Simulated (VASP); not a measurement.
Here is the system:

```yaml
crystal:
  lattice:
    - [-1.63710, 1.63710, 4.00350]
    - [1.63710, -1.63710, 4.00350]
    - [1.63710, 1.63710, -4.00350]
  atoms:
    - { symbol: Si, position: [0.66500, 0.66500, 0.00000] }
    - { symbol: Si, position: [0.33500, 0.33500, 0.00000] }
    - { symbol: Mo, position: [0.00000, 0.00000, 0.00000] }
```

Method: PBE GGA, VASP's PBE PAW potentials (set 64) (plane waves; VASP). Numerical set-up: 400 eV cut-off, 12×12×12 Γ-centred mesh, second-order Methfessel-Paxton smearing of 0.20 eV, potentials Si Mo_sv.

### Question
Which forces act on the atoms, in eV/Å?

### Answer

```
atom     Fx     Fy      Fz
----  -----  -----  ------
Si1   0.000  0.000  -0.128
Si2   0.000  0.000   0.128
Mo3   0.000  0.000   0.000
```

### Question
Give the stress tensor in GPa (positive for a compressed cell).

### Answer

```
 -9.53    0.00    0.00
  0.00   -9.53    0.00
  0.00    0.00  -10.54
```
The pressure is its mean diagonal, -9.87 GPa.

The compound is MoSi2 in the MoSi2 type structure. The cell was not relaxed at this level. The run is one of a series of settings (ISMEAR = 2, SIGMA = 0.2 against the base run), some of them coarse on purpose.
